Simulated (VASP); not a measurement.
# SbSe2 with PBE: from relaxation to properties, part 2 of 4

What structure does SbSe2 take at this level, and what are its properties? The cell is invented: it takes the structure of COD entry 1538289, VSe2 (space group 164 there), with some of its atoms replaced by other elements, volume scaled by an estimate. It may not be a known or stable phase.

VASP 6.6.1, plane waves and PAW; the level of theory is named at each step.

Still holding for the runs below: This run has no spin polarisation. Its electron count is odd, so without a moment it is a metal by construction.

So far. Step 2 (Relaxing cell and atoms (PBE)): It ends with a largest force of 0.005 eV/Å and a pressure of 0.03 GPa. Step 3 (Second relaxation): It ends with a largest force of 0.005 eV/Å and a pressure of 0.03 GPa. The volume moved by under 0.01 %: the run met its threshold at the first step.

## (4) Density, ELF and potential (PBE)

Level of this step: PBE; plane waves and PAW (Sb, Se); invented cell (VASP).

The relaxed cell gets a fresh self-consistent run, on a basis set for its own volume, to fix the density and to check the remaining stress.

The input, INCAR:

```
SYSTEM = SbSe2
PREC = Accurate
ENCUT = 400
EDIFF = 1E-06
NELM = 100
ISMEAR = 0
SIGMA = 0.05
LREAL = .FALSE.
ALGO = Normal
GGA = PE
LORBIT = 11
LWAVE = .FALSE.
LCHARG = .TRUE.
ISIF = 2
LELF = .TRUE.
LVHAR = .TRUE.
```

The input, POSCAR:

```
SbSe2
1.0
    3.8891667698      0.0000000356      0.0000000000
   -1.9445828240      3.3681166027      0.0000000000
    0.0000000000      0.0000000000      6.4198224187
Sb Se
1 2
Direct
    0.0000000000      0.0000000000      0.0000000000
    0.3333333300      0.6666666700      0.2621724083
    0.6666666700      0.3333333300      0.7378275917
```

The input, KPOINTS:

```
Automatic mesh
0
Gamma
7 7 4
0 0 0
```

The projector-augmented-wave data sets are Sb and Se (PBE family, release 64).

Launch:

```console
$ mpirun -np 1 vasp_std
```

The program printed:

```text
[... set-up lines as in an earlier step ...]
 entering main loop
       N       E                     dE             d eps       ncg     rms          rms(c)
[... 13 cycles as in an earlier step ...]
   1 F= -.11593974E+02 E0= -.11592003E+02  d E =-.394071E-02
```

Wall time 24 s (1 MPI rank of AMD EPYC 7R43, shared host); peak memory 0.15 GiB.

OUTCAR, selected parts (step 4):

```text
The static configuration has the point symmetry D_3d.

 Found     28 irreducible k-points:

   NELECT =      17.0000    total number of electrons

 E-fermi :   3.9990

[... 20 parts as in an earlier step ...]
```

Numbers from this step:

```yaml
scf_cycles: 13
```

Valence electrons inside each PAW sphere by angular momentum. Sphere charges, by row:

| atom | s (e) | p (e) | d (e) | tot (e) |
| --- | --- | --- | --- | --- |
| Sb1 | 1.232 | 0.957 | 0.083 | 2.273 |
| Se2 | 1.494 | 2.237 | 0.027 | 3.758 |
| Se3 | 1.494 | 2.237 | 0.027 | 3.758 |

ELF in the ac plane at fractional y = 0.000, with atoms of Sb within 0.2 Å of it. It is the smooth field of the valence electrons, not physical close to the nuclei.

Values, 23 rows by 14 columns, each cell a mean:
```
0.76 0.79 0.82 0.77 0.60 0.32 0.17 0.13 0.20 0.41 0.66 0.80 0.82 0.78
0.80 0.82 0.81 0.73 0.56 0.35 0.26 0.23 0.27 0.42 0.61 0.76 0.82 0.81
0.77 0.76 0.71 0.62 0.50 0.43 0.43 0.43 0.43 0.45 0.53 0.65 0.74 0.77
0.62 0.60 0.54 0.48 0.48 0.54 0.59 0.61 0.58 0.52 0.47 0.49 0.56 0.61
0.35 0.34 0.33 0.38 0.50 0.64 0.70 0.72 0.69 0.60 0.46 0.35 0.32 0.34
0.13 0.14 0.19 0.33 0.54 0.70 0.76 0.77 0.75 0.65 0.48 0.28 0.16 0.13
0.05 0.07 0.14 0.31 0.54 0.71 0.77 0.78 0.76 0.67 0.48 0.25 0.11 0.06
0.03 0.04 0.10 0.26 0.49 0.67 0.74 0.76 0.73 0.62 0.43 0.21 0.07 0.03
0.02 0.03 0.07 0.19 0.37 0.54 0.62 0.65 0.61 0.49 0.31 0.15 0.05 0.02
0.01 0.02 0.04 0.08 0.16 0.25 0.31 0.32 0.30 0.22 0.14 0.07 0.03 0.01
0.01 0.01 0.02 0.03 0.05 0.08 0.09 0.09 0.09 0.07 0.05 0.03 0.01 0.01
0.01 0.01 0.02 0.03 0.04 0.06 0.07 0.07 0.07 0.05 0.04 0.02 0.01 0.01
0.01 0.01 0.03 0.07 0.12 0.19 0.23 0.24 0.22 0.17 0.10 0.05 0.02 0.01
0.01 0.02 0.06 0.15 0.30 0.45 0.53 0.55 0.51 0.40 0.25 0.12 0.04 0.02
0.02 0.04 0.10 0.25 0.47 0.65 0.72 0.74 0.71 0.60 0.41 0.19 0.07 0.03
0.04 0.05 0.13 0.30 0.53 0.70 0.77 0.78 0.76 0.66 0.47 0.24 0.09 0.05
0.10 0.11 0.18 0.33 0.54 0.70 0.76 0.78 0.75 0.66 0.48 0.27 0.15 0.11
0.26 0.25 0.27 0.36 0.52 0.66 0.72 0.74 0.71 0.62 0.47 0.32 0.26 0.26
0.55 0.52 0.47 0.44 0.48 0.57 0.63 0.65 0.62 0.54 0.46 0.45 0.49 0.53
0.75 0.73 0.67 0.58 0.49 0.46 0.48 0.49 0.48 0.46 0.51 0.61 0.70 0.74
0.80 0.81 0.79 0.69 0.54 0.38 0.31 0.30 0.32 0.42 0.59 0.73 0.80 0.81
0.77 0.80 0.82 0.76 0.59 0.33 0.19 0.15 0.21 0.41 0.65 0.79 0.82 0.79
0.73 0.77 0.82 0.78 0.61 0.32 0.15 0.11 0.17 0.41 0.67 0.80 0.81 0.76
```
Columns run along a (3.9 Å), rows up along c (6.4 Å). Atoms in or near the plane, at fractional coordinates: Sb at (0.00, 0.00).

Electrostatic potential energy in the ac plane at fractional y = 0.000, with atoms of Sb within 0.2 Å of it. With pseudopotentials it is smooth inside the atoms' cores, unlike the true potential.

Ten even steps from '_' (-87 eV) to '@' (5 eV), each cell a mean:
```
____::**%%@@@@@@@@@@%%++..__
__..==##@@@@@@@@@@@@%%**--..
==++##%%@@@@@@@@@@@@@@%%**++
%%%%%%@@@@@@@@@@@@@@@@@@%%%%
@@@@@@@@@@@@@@@@@@@@@@@@@@@@
@@@@@@@@@@@@@@@@@@@@@@@@@@@@
@@@@@@@@@@@@@@@@@@@@@@@@@@@@
@@@@@@@@@@@@@@@@@@@@@@@@@@@@
@@@@@@@@@@@@@@@@@@@@@@@@@@@@
@@@@@@@@@@@@@@@@@@@@@@@@@@@@
@@@@@@@@@@@@@@@@@@@@@@@@@@@@
@@@@@@@@@@@@@@@@@@@@@@@@@@@@
@@@@@@@@@@@@@@@@@@@@@@@@@@@@
@@@@@@@@@@@@@@@@@@@@@@@@@@@@
@@@@@@@@@@@@@@@@@@@@@@@@@@@@
@@@@@@@@@@@@@@@@@@@@@@@@@@@@
@@@@@@@@@@@@@@@@@@@@@@@@@@@@
@@@@@@@@@@@@@@@@@@@@@@@@@@@@
%%%%@@@@@@@@@@@@@@@@@@@@@@%%
++**%%%%@@@@@@@@@@@@@@%%##**
..::++%%@@@@@@@@@@@@%%##==::
____::**%%@@@@@@@@@@%%++..__
____..++%%@@@@@@@@@@%%==____
```
Columns run along a (3.9 Å; values clipped at the 3rd and 97th percentile), rows up along c (6.4 Å). Atoms in or near the plane, at fractional coordinates: Sb at (0.00, 0.00).

Valence density in the ac plane at fractional y = 0.000, with atoms of Sb within 0.2 Å of it. It is the smooth field of the valence electrons, not physical close to the nuclei.

Ten even steps from '0' (-0.25 e/Å³) to '9' (0.35 e/Å³), each cell a mean:
```
24898665678974
68998666678997
99987777778999
88877788877788
66677889887666
55567899986655
45556889876555
44456677765544
44455666655444
44444555554444
44444455544444
44444455444444
44444555554444
44445566655444
44455677765544
44556788876554
55567899976655
66667899987666
77777888877777
99987777778899
89998766678998
35998665678984
03898655678962
```
Columns run along a (3.9 Å), rows up along c (6.4 Å). Atoms in or near the plane, at fractional coordinates: Sb at (0.00, 0.00).

In this run the pressure is 0.03 GPa, small enough to go on.

## (5) Band structure (PBE)

Levels along the symmetry lines show where the bands peak and cross; KPOINTS_OPT computes them in the converged potential.

INCAR, as its differences from that of step 4:

```diff
@@ -12,5 +12,2 @@
 LWAVE = .FALSE.
-LCHARG = .TRUE.
-ISIF = 2
-LELF = .TRUE.
-LVHAR = .TRUE.
+LCHARG = .FALSE.
```

POSCAR is that of step 4.

KPOINTS is that of step 4.

The input, KPOINTS_OPT:

```
Line mode
16
Line-mode
Reciprocal
  0.00000000   0.00000000   0.00000000 GAMMA
  0.50000000   0.00000000   0.00000000 M

  0.50000000   0.00000000   0.00000000 M
  0.33333333   0.33333333   0.00000000 K

  0.33333333   0.33333333   0.00000000 K
  0.00000000   0.00000000   0.00000000 GAMMA

  0.00000000   0.00000000   0.00000000 GAMMA
  0.00000000   0.00000000   0.50000000 A

  0.00000000   0.00000000   0.50000000 A
  0.50000000   0.00000000   0.50000000 L

  0.50000000   0.00000000   0.50000000 L
  0.33333333   0.33333333   0.50000000 H

  0.33333333   0.33333333   0.50000000 H
  0.00000000   0.00000000   0.50000000 A

  0.50000000   0.00000000   0.50000000 L
  0.50000000   0.00000000   0.00000000 M

  0.33333333   0.33333333   0.00000000 K
  0.33333333   0.33333333   0.50000000 H
```

Launch:

```console
$ mpirun -np 1 vasp_std
```

The program printed:

```text
[... set-up lines as in an earlier step ...]
 entering main loop
       N       E                     dE             d eps       ncg     rms          rms(c)
[... 13 cycles as in an earlier step ...]
   1 F= -.11593974E+02 E0= -.11592003E+02  d E =-.394071E-02
 Start KPOINTS_OPT (optional k-point list driver)
k-point batch [1-28\144]
       N       E                     dE             ncg
DAV:   1     0.143104763971E+04   -0.75283E+04      672
DAV:   2    -0.667092873480E+03   -0.20981E+04      916
DAV:   3    -0.819487734288E+03   -0.15239E+03      788
DAV:   4    -0.821852653557E+03   -0.23649E+01      800
DAV:   5    -0.821890165998E+03   -0.37512E-01      788
DAV:   6    -0.821891109482E+03   -0.94348E-03      840
DAV:   7    -0.821891135638E+03   -0.26156E-04      772
DAV:   8    -0.821891136829E+03   -0.11910E-05      568
DAV:   9    -0.821891136934E+03   -0.10577E-06      512
[...]
k-point batch [141-144\144]
       N       E                     dE             ncg
DAV:   1     0.115540891104E+05   -0.17305E+04       96
DAV:   2     0.112764143872E+05   -0.27767E+03      124
DAV:   3     0.112522868242E+05   -0.24128E+02      120
DAV:   4     0.112518995991E+05   -0.38723E+00       96
DAV:   5     0.112518946246E+05   -0.49745E-02      112
DAV:   6     0.112518945195E+05   -0.10505E-03      100
DAV:   7     0.112518945167E+05   -0.28409E-05      112
DAV:   8     0.112518945166E+05   -0.69689E-07       52
```

It took 99 s on 1 MPI rank; peak memory 0.16 GiB.

OUTCAR, selected parts (step 5):

```text
   NELECT =      17.0000    total number of electrons

 E-fermi :   3.9990

[... 20 parts as in an earlier step ...]

[... 2 further parts left out ...]
```

Spin-orbit coupling is off here; with elements this heavy it splits and shifts levels by tenths of an eV or more.

The electronic bands at the labelled points (eV, zero at the Fermi level; # counts the bands kept):

| point | #4 | #5 | #6 | #7 | #8 |
| --- | --- | --- | --- | --- | --- |
| Γ | -1.32 | -0.93 | -0.93 | -0.84 | 1.79 |
| 0.47 of the way | -2.49 | -1.10 | -0.75 | 0.30 | 2.09 |
| M | -3.20 | -2.21 | -0.96 | -0.30 | 2.10 |
| 0.47 of the way | -3.74 | -2.13 | -1.84 | -0.21 | 3.26 |
| K | -4.08 | -2.27 | -2.27 | -0.52 | 4.12 |
| 0.47 of the way | -2.42 | -1.96 | -1.02 | 0.22 | 3.06 |
| Γ | -1.32 | -0.93 | -0.93 | -0.84 | 1.79 |
| 0.47 of the way | -1.46 | -0.85 | -0.85 | 0.04 | 1.65 |
| A | -1.50 | -0.77 | -0.77 | 0.71 | 1.35 |
| 0.47 of the way | -2.37 | -2.14 | -1.00 | 0.00 | 2.79 |
| L | -3.05 | -1.67 | -1.34 | -0.92 | 2.64 |
| 0.47 of the way | -3.54 | -1.36 | -1.25 | -0.25 | 2.72 |
| H | -4.38 | -1.18 | -1.18 | 0.40 | 2.64 |
| 0.47 of the way | -2.90 | -1.63 | -1.55 | 0.42 | 2.56 |
| A | -1.50 | -0.77 | -0.77 | 0.71 | 1.35 |
| jump to L | -3.05 | -1.67 | -1.34 | -0.92 | 2.64 |
| 0.53 of the way | -3.14 | -1.77 | -1.13 | -0.80 | 2.51 |
| M | -3.20 | -2.21 | -0.96 | -0.30 | 2.10 |
| jump to K | -4.08 | -2.27 | -2.27 | -0.52 | 4.12 |
| 0.53 of the way | -4.25 | -1.68 | -1.68 | -0.04 | 3.30 |
| H | -4.38 | -1.18 | -1.18 | 0.40 | 2.64 |

Of the projections kept (Sb, Se), the largest for each band there; the rest of the weight can lie on other orbitals:

| point | #4 | #5 | #6 | #7 | #8 |
| --- | --- | --- | --- | --- | --- |
| Γ | Se 0.78 | Se 0.96 | Se 0.96 | Se 0.69 | Se 0.56 |
| M | Se 0.67 | Se 0.89 | Se 0.96 | Se 0.78 | Sb 0.52 |
| K | Se 0.63 | Se 0.96 | Se 0.96 | Se 0.74 | Se 0.63 |
| Γ | Se 0.78 | Se 0.96 | Se 0.96 | Se 0.69 | Se 0.56 |
| A | Se 0.75 | Se 0.96 | Se 0.96 | Se 0.73 | Sb 0.60 |
| L | Se 0.70 | Se 0.90 | Se 0.97 | Se 0.77 | Se 0.61 |

The electronic bands as a text plot (rows in eV, shown from -8.0 to 1.4 only):

```
    1.2 |                                               *
    0.8 |                         ***                 ***
    0.4 |  **             ***    *   *        ********          *
    0.0 | *  **   *     **   *  *     *      *                 *
   -0.4 |      *** *****       *       *    *              ****
   -0.8 |********         ************  ****           ** * *
   -1.2 |   **   *      ** ** *       ************   *** ***    *
   -1.6 |*    *   *       * *********     **     **********    *
   -2.0 | **   *   ** **   * *  *   ******             *   *  *
   -2.3 | ***   *** *******  *        *               *     **
   -2.7 |    **          *  *    ** *****          *****
   -3.1 |   ** ***      *  **      * *  *****        *  *****
   -3.5 |  *  *   *    *   *                *     ***     **
   -3.9 |   *  ********   *           *      *  **  *       **
   -4.3 |    *      ******             *     ***  **         ****
   -4.7 |     *    **  *                      *****            **
   -5.1 |      ****                     **   **           ***
   -5.5 |                                 ***            *
   -5.9 |
   -6.2 |
   -6.6 |
   -7.0 |
   -7.4 |                         ***                  **
   -7.8 |                       **   *               **
         Γ      M    K        Γ   A       L    H       A|L M|K  H
```

There is no gap at this level.

## (6) Density of states (PBE)

Here the states are counted by energy and projected on the atoms. The mesh is finer than in the run before.

INCAR, as its differences from that of step 5:

```diff
@@ -5,3 +5,3 @@
 NELM = 100
-ISMEAR = 0
+ISMEAR = -5
 SIGMA = 0.05
@@ -13 +13,2 @@
 LCHARG = .FALSE.
+NEDOS = 2001
```

POSCAR is that of step 5.

The input, KPOINTS:

```
Automatic mesh
0
Gamma
10 10 5
0 0 0
```

Launch:

```console
$ mpirun -np 1 vasp_std
```

The program printed:

```text
[... set-up lines as in an earlier step ...]
 entering main loop
       N       E                     dE             d eps       ncg     rms          rms(c)
DAV:   1     0.750007250551E+02    0.75001E+02   -0.53479E+03  1392   0.882E+02
DAV:   2    -0.574256474041E+01   -0.80743E+02   -0.77461E+02  1816   0.172E+02
DAV:   3    -0.117557940038E+02   -0.60132E+01   -0.58802E+01  1760   0.518E+01
DAV:   4    -0.118466325957E+02   -0.90839E-01   -0.90752E-01  1552   0.720E+00
DAV:   5    -0.118477855790E+02   -0.11530E-02   -0.11523E-02  1664   0.850E-01    0.462E+00
DAV:   6    -0.115984205195E+02    0.24937E+00   -0.35150E-01  1404   0.463E+00    0.306E+00
DAV:   7    -0.116018811254E+02   -0.34606E-02   -0.14801E-01  1528   0.223E+00    0.113E+00
DAV:   8    -0.116021616018E+02   -0.28048E-03   -0.39313E-03  1584   0.578E-01    0.390E-01
DAV:   9    -0.116026602559E+02   -0.49865E-03   -0.14607E-03  1504   0.330E-01    0.981E-02
DAV:  10    -0.116026679508E+02   -0.76948E-05   -0.72487E-05  1728   0.632E-02    0.421E-02
DAV:  11    -0.116026868461E+02   -0.18895E-04   -0.48233E-05  1436   0.559E-02    0.121E-02
DAV:  12    -0.116026844486E+02    0.23974E-05   -0.74614E-06  1496   0.205E-02    0.614E-03
DAV:  13    -0.116026843083E+02    0.14030E-06   -0.17098E-06   832   0.924E-03
   1 F= -.11602684E+02 E0= -.11602684E+02  d E =0.000000E+00
 -----------------------------------------------------------------------------
|                                                                             |
|           W    W    AA    RRRRR   N    N  II  N    N   GGGG   !!!           |
|           W    W   A  A   R    R  NN   N  II  NN   N  G    G  !!!           |
|           W    W  A    A  R    R  N N  N  II  N N  N  G       !!!           |
|           W WW W  AAAAAA  RRRRR   N  N N  II  N  N N  G  GGG   !            |
|           WW  WW  A    A  R   R   N   NN  II  N   NN  G    G                |
|           W    W  A    A  R    R  N    N  II  N    N   GGGG   !!!           |
|                                                                             |
|     Tetrahedron method does not include variations of the Fermi             |
|     occupations, so forces and stress will be inaccurate. We suggest        |
|     using a different smearing scheme ISMEAR = 1 or 2 for metals in         |
|     relaxations.                                                            |
|                                                                             |
 -----------------------------------------------------------------------------
```

Run time: 46 s. Hardware: 1 MPI rank; peak memory 0.16 GiB.

OUTCAR, selected parts (step 6):

```text
   k-points           NKPTS =     58   k-points in BZ     NKDIM =     58   number of bands    NBANDS=     12

   NELECT =      17.0000    total number of electrons

 E-fermi :   3.9908

 k-point     1 :       0.0000    0.0000    0.0000
  band No.  band energies     occupation
    ...
      5       2.5774      2.00000
      6       2.6793      2.00000
      7       3.0701      2.00000
      8       3.0701      2.00000
      9       3.1618      2.80195
     10       5.7888      0.00000
     11       6.5954      0.00000
     12       6.5954      0.00000

  Total       -0.0343511     -0.0343511      0.0197586     -0.0000000     -0.0000000      0.0000000
  in kB       -0.6544630     -0.6544628      0.3764442     -0.0000001     -0.0000000      0.0000000
  external PRESSURE =      -0.3108272 kB  Pullay stress =       0.0000000 kB

 POSITION                                       TOTAL-FORCE (eV/Angst)
 -----------------------------------------------------------------------------------
      0.00000      0.00000      0.00000        -0.000000     -0.000000      0.000000
      0.00000      2.24541      1.68310        -0.000000     -0.000000     -0.046568
      1.94458      1.12271      4.73672         0.000000      0.000000      0.046568
 -----------------------------------------------------------------------------------
    total drift:                               -0.000000     -0.000000      0.000000

  FREE ENERGIE OF THE ION-ELECTRON SYSTEM (eV)
  ---------------------------------------------------
  free  energy   TOTEN  =       -11.6026843083 eV

  energy  without entropy=      -11.6026843083  energy(sigma->0) =      -11.60268431

[... 6 parts as in an earlier step ...]

[... 10 further parts left out ...]
```

With tetrahedra the forces and stress of a metal are not exact derivatives of the energy.

Numbers from this step:

```
irreducible k-points   : 58
free energy (TOTEN)    : -11.60 eV
Fermi energy           : 3.991 eV
pressure               : -0.03108 GPa
DOS at the Fermi level : 1.930 states/eV/cell
```

The density of states has structure finer than the step of the table below, so its rows give means over 0.5 eV, whole bins alone (the curve runs from -12.0 to 2.38 eV). Peaks (eV: height): total -9.11: 3.33, -3.77: 3.36, -1.56: 3.51, -1.23: 7.04; Se p -3.77: 1.04, -1.56: 1.70, -1.23: 3.75, -0.18: 1.08; Sb p -4.82: 0.298, -3.77: 0.455, -3.17: 0.426; Sb s -9.32: 0.850, -9.15: 1.64, -0.18: 0.307.

States under -12.0 eV and over 2.4 eV are left out. Table of density of states by energy, zero at the Fermi level; means over each step; values in states/eV/cell:

| energy (eV) | total | Se p | Sb p | Sb s |
| --- | --- | --- | --- | --- |
| -10.0 | 0 | 0 | 0 | 0 |
| -9.5 | 0.255 | 0.0150 | 1.1e-4 | 0.133 |
| -9.0 | 1.77 | 0.103 | 0.00185 | 0.853 |
| -8.5 | 0.983 | 0.0538 | 0.00166 | 0.426 |
| -8.0 | 0.828 | 0.0484 | 6.8e-4 | 0.319 |
| -7.5 | 0.0959 | 0.00540 | 2.5e-5 | 0.0352 |
| -7.0 | 0 | 0 | 0 | 0 |
| -6.5 | 0 | 0 | 0 | 0 |
| -6.0 | 0 | 0 | 0 | 0 |
| -5.5 | 0.0734 | 0.0189 | 0.0102 | 9.8e-6 |
| -5.0 | 1.50 | 0.394 | 0.214 | 3.1e-4 |
| -4.5 | 1.49 | 0.407 | 0.209 | 0.00207 |
| -4.0 | 1.94 | 0.567 | 0.273 | 0.00674 |
| -3.5 | 2.66 | 0.838 | 0.369 | 0.00967 |
| -3.0 | 2.32 | 0.783 | 0.324 | 0.00832 |
| -2.5 | 1.33 | 0.497 | 0.163 | 0.00505 |
| -2.0 | 2.60 | 1.15 | 0.137 | 0.0169 |
| -1.5 | 2.99 | 1.47 | 0.0810 | 0.0156 |
| -1.0 | 3.14 | 1.70 | 0.0216 | 0.0169 |
| -0.5 | 0.908 | 0.391 | 0.0104 | 0.107 |
| 0.0 | 2.09 | 0.944 | 0.0232 | 0.272 |
| 0.5 | 1.01 | 0.476 | 0.0139 | 0.138 |
| 1.0 | 0 | 0 | 0 | 0 |
| 1.5 | 0.0174 | 0.00218 | 0.00425 | 9.9e-5 |
| 2.0 | 0.423 | 0.0663 | 0.107 | 0.00178 |

The finer mesh and the other smearing move the Fermi level by -0.01 eV from the 7×7×4 run, a small shift, which tests the Fermi level alone. Of the states within 0.3 eV of the Fermi level, the largest shares in the PAW spheres are Se p 45 % and Sb s 13 %. The rest lies in smaller channels or between the spheres.

(Continued in part 3 of 4.)

[Lines on the potential files, build, host, timing and source positions are cut from VASP's logs without a mark.]

[Logs are printed without paths, hosts, clocks, repeated set-up lines and the standing remarks that a program may print on its own settings, such as how far it seeks lower states.]

[Hosts, paths, dates, database ids (printed as entryN), source tags and the programs' standing remarks are cut or masked in the printed files.]

[A measured line is paired with the nearest computed mode of its activity, which favours agreement.]
